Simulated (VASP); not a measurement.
Energy against volume of Mg₃Sb₂ (a-la2o3). These are SCAN meta-GGA, VASP's PBE PAW potentials (set 64) (plane waves; VASP) values and carry that method's errors. Settings: 520 eV cut-off, 6×6×3 Γ-centred mesh, Gaussian smearing of 0.050 eV, potentials Mg Sb.

Shape and ions are relaxed at each volume.

```
V (Å³/atom)  E (eV/atom)
-----------  -----------
24.442         -18.27505
25.222         -18.28661
26.002         -18.29029
26.782         -18.28723
```

Problem. Fit these four points and predict the energy of the run at 27.563 Å³/atom.

Solution. A cubic in V^(−2/3), the third-order Birch-Murnaghan form, passes through the four points with V0 = 26.02 Å³/atom and B0 = 46 GPa, and gives -18.2784 eV/atom there. The run gave -18.2784 eV/atom, -0.0 meV/atom from the fit; all five points give B0 = 46 GPa.

The compound is Mg3Sb2 in the a-la2o3 structure. It was relaxed first.
